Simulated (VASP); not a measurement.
OSZICAR of a VASP run on HgTe (space group P3_221):

File OSZICAR:
```
...
  22 F= -.12875380E+02 E0= -.12875380E+02  d E =-.213485E-03
       N       E                     dE             d eps       ncg     rms          rms(c)
DAV:   1    -0.128753664232E+02    0.13872E-04   -0.92862E-02   640   0.152E+00    0.103E-01
DAV:   2    -0.128754423630E+02   -0.75940E-04   -0.12356E-03   744   0.176E-01    0.245E-02
DAV:   3    -0.128754390554E+02    0.33076E-05   -0.18909E-05   680   0.253E-02    0.192E-02
DAV:   4    -0.128754381073E+02    0.94810E-06   -0.39683E-06   640   0.969E-03
  23 F= -.12875438E+02 E0= -.12875438E+02  d E =-.271258E-03
       N       E                     dE             d eps       ncg     rms          rms(c)
DAV:   1    -0.128758289666E+02   -0.38991E-03   -0.12153E-01   640   0.180E+00    0.135E-01
DAV:   2    -0.128755820073E+02    0.24696E-03   -0.11704E-03   712   0.288E-01    0.430E-02
DAV:   3    -0.128755532020E+02    0.28805E-04   -0.89267E-05   720   0.614E-02    0.423E-02
DAV:   4    -0.128755451928E+02    0.80093E-05   -0.12238E-05   624   0.175E-02    0.991E-03
DAV:   5    -0.128755430555E+02    0.21373E-05   -0.62130E-06   624   0.200E-02    0.780E-03
DAV:   6    -0.128755430358E+02    0.19722E-07   -0.32948E-07   320   0.379E-03
  24 F= -.12875543E+02 E0= -.12875543E+02  d E =-.104928E-03
       N       E                     dE             d eps       ncg     rms          rms(c)
DAV:   1    -0.128770088849E+02   -0.14658E-02   -0.58239E-01   640   0.395E+00    0.295E-01
DAV:   2    -0.128758200849E+02    0.11888E-02   -0.56177E-03   712   0.634E-01    0.952E-02
DAV:   3    -0.128756821268E+02    0.13796E-03   -0.42296E-04   720   0.133E-01    0.940E-02
DAV:   4    -0.128756463094E+02    0.35817E-04   -0.60845E-05   696   0.382E-02    0.216E-02
DAV:   5    -0.128756379026E+02    0.84069E-05   -0.28800E-05   752   0.430E-02    0.175E-02
DAV:   6    -0.128756379184E+02   -0.15861E-07   -0.14757E-06   384   0.807E-03
  25 F= -.12875638E+02 E0= -.12875638E+02  d E =-.199811E-03
       N       E                     dE             d eps       ncg     rms          rms(c)
DAV:   1    -0.128757182634E+02   -0.80361E-04   -0.39206E-02   640   0.975E-01    0.468E-02
DAV:   2    -0.128757073414E+02    0.10922E-04   -0.16813E-04   760   0.933E-02    0.117E-02
DAV:   3    -0.128757047023E+02    0.26391E-05   -0.76662E-06   680   0.173E-02    0.104E-02
DAV:   4    -0.128757043600E+02    0.34225E-06   -0.87039E-07   368   0.465E-03
  26 F= -.12875704E+02 E0= -.12875704E+02  d E =-.664416E-04
       N       E                     dE             d eps       ncg     rms          rms(c)
DAV:   1    -0.128759809203E+02   -0.27622E-03   -0.35273E-01   640   0.292E+00    0.130E-01
DAV:   2    -0.128758790767E+02    0.10184E-03   -0.15293E-03   760   0.283E-01    0.375E-02
DAV:   3    -0.128758568369E+02    0.22240E-04   -0.70966E-05   704   0.519E-02    0.325E-02
DAV:   4    -0.128758518076E+02    0.50293E-05   -0.70476E-06   720   0.130E-02    0.131E-02
DAV:   5    -0.128758513044E+02    0.50322E-06   -0.38507E-06   592   0.133E-02
  27 F= -.12875851E+02 E0= -.12875851E+02  d E =-.213386E-03
       N       E                     dE             d eps       ncg     rms          rms(c)
DAV:   1    -0.128764228116E+02   -0.57100E-03   -0.14098E+00   640   0.584E+00    0.259E-01
DAV:   2    -0.128760167205E+02    0.40609E-03   -0.61333E-03   768   0.561E-01    0.748E-02
DAV:   3    -0.128759268392E+02    0.89881E-04   -0.28639E-04   696   0.105E-01    0.642E-02
DAV:   4    -0.128759053415E+02    0.21498E-04   -0.27440E-05   744   0.257E-02    0.260E-02
DAV:   5    -0.128759015858E+02    0.37557E-05   -0.15665E-05   744   0.267E-02    0.129E-02
DAV:   6    -0.128759017968E+02   -0.21094E-06   -0.91079E-07   328   0.674E-03
  28 F= -.12875902E+02 E0= -.12875902E+02  d E =-.263878E-03
       N       E                     dE             d eps       ncg     rms          rms(c)
DAV:   1    -0.128759814141E+02   -0.79828E-04   -0.15777E-01   640   0.196E+00    0.903E-02
DAV:   2    -0.128759367514E+02    0.44663E-04   -0.68544E-04   768   0.194E-01    0.239E-02
DAV:   3    -0.128759261186E+02    0.10633E-04   -0.31758E-05   696   0.347E-02    0.215E-02
DAV:   4    -0.128759227114E+02    0.34071E-05   -0.31229E-06   552   0.867E-03    0.879E-03
DAV:   5    -0.128759215333E+02    0.11781E-05   -0.17495E-06   328   0.868E-03    0.379E-03
DAV:   6    -0.128759214987E+02    0.34597E-07   -0.23069E-07   320   0.359E-03
  29 F= -.12875921E+02 E0= -.12875921E+02  d E =-.283580E-03
       N       E                     dE             d eps       ncg     rms          rms(c)
DAV:   1    -0.128759843811E+02   -0.62848E-04   -0.12182E-01   640   0.171E+00    0.427E-02
DAV:   2    -0.128759939006E+02   -0.95195E-05   -0.38470E-04   760   0.133E-01    0.196E-02
DAV:   3    -0.128759900752E+02    0.38254E-05   -0.98596E-06   720   0.176E-02    0.153E-02
DAV:   4    -0.128759882093E+02    0.18659E-05   -0.21366E-06   400   0.726E-03    0.707E-03
DAV:   5    -0.128759876953E+02    0.51401E-06   -0.80849E-07   328   0.436E-03
  30 F= -.12875988E+02 E0= -.12875988E+02  d E =-.661966E-04
       N       E                     dE             d eps       ncg     rms          rms(c)
DAV:   1    -0.128760302177E+02   -0.42008E-04   -0.10968E+00   640   0.513E+00    0.132E-01
DAV:   2    -0.128761144257E+02   -0.84208E-04   -0.34737E-03   760   0.404E-01    0.575E-02
DAV:   3    -0.128760813755E+02    0.33050E-04   -0.88682E-05   728   0.526E-02    0.457E-02
DAV:   4    -0.128760677084E+02    0.13667E-04   -0.20991E-05   752   0.221E-02    0.205E-02
DAV:   5    -0.128760654657E+02    0.22427E-05   -0.42799E-06   632   0.111E-02    0.839E-03
DAV:   6    -0.128760652865E+02    0.17924E-06   -0.38093E-07   328   0.346E-03
  31 F= -.12876065E+02 E0= -.12876065E+02  d E =-.143788E-03
       N       E                     dE             d eps       ncg     rms          rms(c)
DAV:   1    -0.128765133344E+02   -0.44787E-03   -0.10985E-01   640   0.175E+00    0.162E-01
DAV:   2    -0.128761545922E+02    0.35874E-03   -0.14668E-03   736   0.330E-01    0.460E-02
DAV:   3    -0.128761194620E+02    0.35130E-04   -0.12376E-04   696   0.719E-02    0.458E-02
DAV:   4    -0.128761136511E+02    0.58109E-05   -0.13578E-05   672   0.197E-02    0.128E-02
DAV:   5    -0.128761123595E+02    0.12916E-05   -0.89067E-06   656   0.226E-02    0.907E-03
DAV:   6    -0.128761124834E+02   -0.12388E-06   -0.44603E-07   320   0.485E-03
  32 F= -.12876112E+02 E0= -.12876112E+02  d E =-.471969E-04
       N       E                     dE             d eps       ncg     rms          rms(c)
DAV:   1    -0.128763719894E+02   -0.25963E-03   -0.69677E-02   640   0.139E+00    0.128E-01
DAV:   2    -0.128761433604E+02    0.22863E-03   -0.92947E-04   736   0.263E-01    0.377E-02
DAV:   3    -0.128761212221E+02    0.22138E-04   -0.78272E-05   696   0.570E-02    0.371E-02
DAV:   4    -0.128761177083E+02    0.35138E-05   -0.88085E-06   640   0.159E-02    0.103E-02
DAV:   5    -0.128761170124E+02    0.69595E-06   -0.58254E-06   600   0.184E-02
  33 F= -.12876117E+02 E0= -.12876117E+02  d E =-.517259E-04
       N       E                     dE             d eps       ncg     rms          rms(c)
DAV:   1    -0.128761346848E+02   -0.16976E-04   -0.44418E-03   640   0.351E-01    0.338E-02
DAV:   2    -0.128761212468E+02    0.13438E-04   -0.56770E-05   744   0.645E-02    0.860E-03
DAV:   3    -0.128761196228E+02    0.16241E-05   -0.48891E-06   600   0.144E-02    0.909E-03
DAV:   4    -0.128761189827E+02    0.64011E-06   -0.65525E-07   320   0.403E-03
  34 F= -.12876119E+02 E0= -.12876119E+02  d E =-.536961E-04
       N       E                     dE             d eps       ncg     rms          rms(c)
DAV:   1    -0.128761535358E+02   -0.33913E-04   -0.97267E-03   640   0.519E-01    0.474E-02
DAV:   2    -0.128761225448E+02    0.30991E-04   -0.12892E-04   752   0.983E-02    0.145E-02
DAV:   3    -0.128761193238E+02    0.32210E-05   -0.10752E-05   664   0.211E-02    0.141E-02
DAV:   4    -0.128761181784E+02    0.11453E-05   -0.11611E-06   336   0.589E-03    0.355E-03
DAV:   5    -0.128761177194E+02    0.45900E-06   -0.95186E-07   320   0.754E-03
  35 F= -.12876118E+02 E0= -.12876118E+02  d E =-.524329E-04
       N       E                     dE             d eps       ncg     rms          rms(c)
DAV:   1    -0.128761246324E+02   -0.64539E-05   -0.16702E-03   640   0.215E-01    0.208E-02
DAV:   2    -0.128761189744E+02    0.56580E-05   -0.21903E-05   736   0.402E-02    0.522E-03
DAV:   3    -0.128761184211E+02    0.55334E-06   -0.17610E-06   328   0.893E-03
  36 F= -.12876118E+02 E0= -.12876118E+02  d E =-.531345E-04
       N       E                     dE             d eps       ncg     rms          rms(c)
DAV:   1    -0.128761222810E+02   -0.33066E-05   -0.84103E-04   640   0.154E-01    0.142E-02
DAV:   2    -0.128761189208E+02    0.33603E-05   -0.12372E-05   712   0.307E-02    0.490E-03
DAV:   3    -0.128761186641E+02    0.25664E-06   -0.97500E-07   320   0.659E-03
  37 F= -.12876119E+02 E0= -.12876119E+02  d E =-.533776E-04
       N       E                     dE             d eps       ncg     rms          rms(c)
DAV:   1    -0.128761438560E+02   -0.24935E-04   -0.43459E-03   640   0.330E-01    0.237E-02
DAV:   2    -0.128761488630E+02   -0.50071E-05   -0.82691E-05   768   0.411E-02    0.910E-03
DAV:   3    -0.128761481083E+02    0.75470E-06   -0.11769E-06   440   0.653E-03
  38 F= -.12876148E+02 E0= -.12876148E+02  d E =-.294442E-04
```

### Question
Which electronic solver shows in the log?

### Answer
It is blocked Davidson (ALGO = Normal, or the opening steps of other solvers). The INCAR had ALGO = Normal.

### Question
Can the final energy be trusted as converged?

### Answer
The run converged. It stopped with EDIFF = 1E-6, NELM = 100, NSW = 50 and EDIFFG = -0.01 after 38 ionic steps (PBEsol GGA, plane waves, VASP's PBE PAW potentials (set 64)). Energy and stress use the plane-wave basis of the starting cell.

The structure comes from a computed database's HgTe entry; how it stands against other phases isn't given here. This run relaxes it. Symmetry was kept, so distortions that lower it aren't found. The run is one of a series of settings (EDIFFG = -0.01, IBRION = 2, ISIF = 3, NSW = 50 against the base run), some of them coarse on purpose.
